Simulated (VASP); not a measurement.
VASP input:

**INCAR**
```
ALGO  =  Normal
EDIFF  =  1E-7
ENCUT  =  520
GGA  =  PE
ISIF  =  2
ISMEAR  =  0
LASPH  =  .TRUE.
LCHARG  =  .FALSE.
LMAXMIX  =  4
LREAL  =  .FALSE.
LWAVE  =  .FALSE.
NELM  =  100
PREC  =  Accurate
SIGMA  =  0.05
SYSTEM  =  AgCl
```

### POSCAR
```
AgCl
1
    0.0000000000     2.8309907582     2.8309907582
    2.8309907582     0.0000000000     2.8309907582
    2.8309907582     2.8309907582     0.0000000000
Ag Cl
1 1
Direct
  0.0000000000   0.0000000000   0.0000000000
  0.5000000000   0.5000000000   0.5000000000
```

### KPOINTS
```
Automatic mesh
0
Gamma
8 8 8
0 0 0
```

POTCAR, in this order: Ag Cl (PBE.64 set). Program: vasp_std.

Problem. Write an equivalent input for Ansatz.

Solution. One equivalent input (not run):
Ansatz 0.2 input:
```yaml
crystal:
  lattice:
    - [0.0000000, 2.8309908, 2.8309908]
    - [2.8309908, 0.0000000, 2.8309908]
    - [2.8309908, 2.8309908, 0.0000000]
  atoms:
    - { symbol: Ag, position: [0.0000000, 0.0000000, 0.0000000] }
    - { symbol: Cl, position: [0.5000000, 0.5000000, 0.5000000] }
kpoints:
  mp_grid: { grid: [8, 8, 8] }
hamiltonian:
  xc: pbe
  pseudopotentials: { kind: paw }
scf:
  occupations: { method: gaussian, width: 0.05 }
  max_iter: 100
output: { forces: true, stress: true, eigenvalues: true }
```
Limits of the translation: each code has its own PAW files, so the cut-off isn't converted (ENCUT is set for VASP's; basis.ecutwfc is left out, and Ansatz then takes the one that its files recommend); Ansatz stops its SCF on the density residual and VASP on the energy change (EDIFF).

The compound is AgCl in the rock salt structure. This cell is one point of a volume scan, at 1.03 of the reference volume.
